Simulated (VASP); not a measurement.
A run of VASP 6.6.1:

File INCAR:

```
PREC     = Accurate       # precision mode
ENCUT    = 520            # plane-wave cutoff, eV
EDIFF    = 1E-7           # SCF threshold, eV
ISMEAR   = 0              # smearing method
SIGMA    = 0.1            # smearing width, eV
LREAL    = False          # projectors in reciprocal space
LASPH    = True           # aspherical terms in the spheres
NELM     = 100            # most SCF steps
ALGO     = Normal         # electronic algorithm
ISIF     = 3              # what is computed and relaxed
LWAVE    = False          # write WAVECAR
LCHARG   = False          # write CHGCAR
GGA      = PE             # functional
IBRION   = 2              # ionic algorithm
NSW      = 80             # ionic steps
EDIFFG   = -0.002         # ionic threshold
```

The input KPOINTS:

```
Automatic mesh
0
Gamma
  18 18 18
```

File POSCAR:

```
W
1.0
   -1.5823450000      1.5823450000      1.5823450000
    1.5823450000     -1.5823450000      1.5823450000
    1.5823450000      1.5823450000     -1.5823450000
W
1
Direct
    0.0000000000      0.0000000000      0.0000000000
```

Potentials or basis: VASP PAW PBE potentials, release 64 (W).

Launch:

```bash
$ cat potpaw_PBE.64/W/POTCAR > POTCAR
$ mpirun -np 1 vasp_std > vasp.out
```

Hardware: 1 thread of AMD EPYC 7R13 Processor (Zen 3), with other jobs on the host.

Question: How long does it take, and how much memory?

Answer: Wall time 32 s on 1 thread of AMD EPYC 7R13 Processor (Zen 3), with other jobs on the host, peak memory 0.12 GiB. Counts: scf iterations 28, k points 195, ion steps 3.
